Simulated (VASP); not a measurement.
Computed with PBE GGA with D3 dispersion (zero damping), VASP's PBE PAW potentials (set 64) (plane waves; VASP 6.6.1).

A VASP calculation is set up with these files.

**KPOINTS**
```
Regular mesh
0
G
 11 11 11
```

### INCAR
```
! general
SYSTEM = C
PREC   = Accurate
ENCUT  = 520   ! plane-wave cut-off (eV)
LREAL  = F   ! projection in real space or not
LASPH  = T

! electronic loop
EDIFF  = 1E-6   ! SCF stop (eV)
NELM   = 100
ALGO   = Normal

! smearing
ISMEAR = 0   ! Gaussian
SIGMA  = 0.05   ! width (eV)

! functional
GGA    = PE
IVDW   = 11

! ions
IBRION = 2
NSW    = 60   ! most ionic steps
ISIF   = 3   ! ions, shape and volume
EDIFFG = -0.01   ! ionic stop

! output
LWAVE  = F
LCHARG = F
```

**POSCAR**
```
C
1
    0.0000000000     1.7835000000     1.7835000000
    1.7835000000     0.0000000000     1.7835000000
    1.7835000000     1.7835000000     0.0000000000
C
2
Direct
  0.0000000000   0.0000000000   0.0000000000
  0.2500000000   0.2500000000   0.2500000000
```

POTCAR, in this order: C (PBE.64 set). Program: vasp_std.

The resulting files:

File OSZICAR:
```
       N       E                     dE             d eps       ncg     rms          rms(c)
DAV:   1    -0.279346927563E+01   -0.27935E+01   -0.49806E+03   936   0.983E+02
DAV:   2    -0.187297850647E+02   -0.15936E+02   -0.15578E+02  1432   0.108E+02
DAV:   3    -0.188235528117E+02   -0.93768E-01   -0.93768E-01   912   0.107E+01
DAV:   4    -0.188237065985E+02   -0.15379E-03   -0.15379E-03  1296   0.452E-01
DAV:   5    -0.188237066386E+02   -0.40047E-07   -0.40047E-07   936   0.540E-03    0.556E+00
DAV:   6    -0.183450283476E+02    0.47868E+00   -0.36668E-01   928   0.484E+00    0.334E+00
DAV:   7    -0.181839618752E+02    0.16107E+00   -0.40486E-01  1056   0.519E+00    0.765E-01
DAV:   8    -0.181852405609E+02   -0.12787E-02   -0.18002E-03   936   0.488E-01    0.468E-02
DAV:   9    -0.181852568067E+02   -0.16246E-04   -0.13188E-04  1320   0.102E-01    0.272E-02
DAV:  10    -0.181852693801E+02   -0.12573E-04   -0.13494E-05   904   0.430E-02    0.626E-03
DAV:  11    -0.181852692261E+02    0.15393E-06   -0.37121E-08   640   0.217E-03
   1 F= -.18401803E+02 E0= -.18401803E+02  d E =-.184018E+02
       N       E                     dE             d eps       ncg     rms          rms(c)
DAV:   1    -0.181846763880E+02    0.59299E-03   -0.27020E-03  1064   0.541E-01    0.465E-02
DAV:   2    -0.181846485062E+02    0.27882E-04   -0.22690E-05   976   0.465E-02    0.242E-02
DAV:   3    -0.181846379061E+02    0.10600E-04   -0.23119E-05   968   0.382E-02    0.395E-03
DAV:   4    -0.181846379494E+02   -0.43265E-07   -0.42349E-08   480   0.286E-03
   2 F= -.18401790E+02 E0= -.18401790E+02  d E =0.124025E-04
       N       E                     dE             d eps       ncg     rms          rms(c)
DAV:   1    -0.181850332649E+02   -0.39536E-03   -0.81984E-04  1072   0.297E-01    0.257E-02
DAV:   2    -0.181850244670E+02    0.87978E-05   -0.68967E-06   976   0.256E-02    0.134E-02
DAV:   3    -0.181850204952E+02    0.39718E-05   -0.70452E-06   976   0.211E-02    0.217E-03
DAV:   4    -0.181850204400E+02    0.55223E-07   -0.12926E-08   448   0.158E-03
   3 F= -.18401831E+02 E0= -.18401831E+02  d E =-.280589E-04
```

File OUTCAR:
```
------------------------ aborting loop because EDIFF is reached ----------------------------------------
 Edisp (eV)   -0.21681
  FORCE on cell =-STRESS in cart. coord.  units (eV):
  Direction    XX          YY          ZZ          XY          YZ          ZX
  --------------------------------------------------------------------------------------
  Total      -0.00026    -0.00026    -0.00026    -0.00000     0.00000     0.00000
  in kB      -0.03670    -0.03670    -0.03670    -0.00000     0.00000     0.00000
  external pressure =       -0.04 kB  Pullay stress =        0.00 kB
  volume of cell :       11.33
      direct lattice vectors                 reciprocal lattice vectors
     0.000000000  1.782711286  1.782711286    -0.280471664  0.280471664  0.280471664
     1.782711286 -0.000000000  1.782711286     0.280471664 -0.280471664  0.280471664
     1.782711286  1.782711286  0.000000000     0.280471664  0.280471664 -0.280471664
 POSITION                                       TOTAL-FORCE (eV/Angst)
 -----------------------------------------------------------------------------------
      0.00000      0.00000      0.00000        -0.000000     -0.000000     -0.000000
      0.89136      0.89136      0.89136         0.000000      0.000000      0.000000
 -----------------------------------------------------------------------------------
    total drift:                                0.000000      0.000000      0.000000
  FREE ENERGIE OF THE ION-ELECTRON SYSTEM (eV)
  ---------------------------------------------------
  free  energy   TOTEN  =       -18.4018306021 eV

  energy  without entropy=      -18.4018306021  energy(sigma->0) =      -18.40183060

 reached required accuracy - stopping structural energy minimisation
```
(Selected blocks of OUTCAR.)

File CONTCAR:
```
C
   1.00000000000000
     0.0000000000000000    1.7827112855926142    1.7827112855926142
     1.7827112855926142   -0.0000000000000000    1.7827112855926142
     1.7827112855926142    1.7827112855926142    0.0000000000000000
  C
     2
Direct
     0.0000000000000000    0.0000000000000000    0.0000000000000000
     0.2500000000000000    0.2500000000000000    0.2500000000000000
```

The compound is C in the diamond structure. This run relaxes it. Symmetry was kept, so distortions that lower it aren't found.
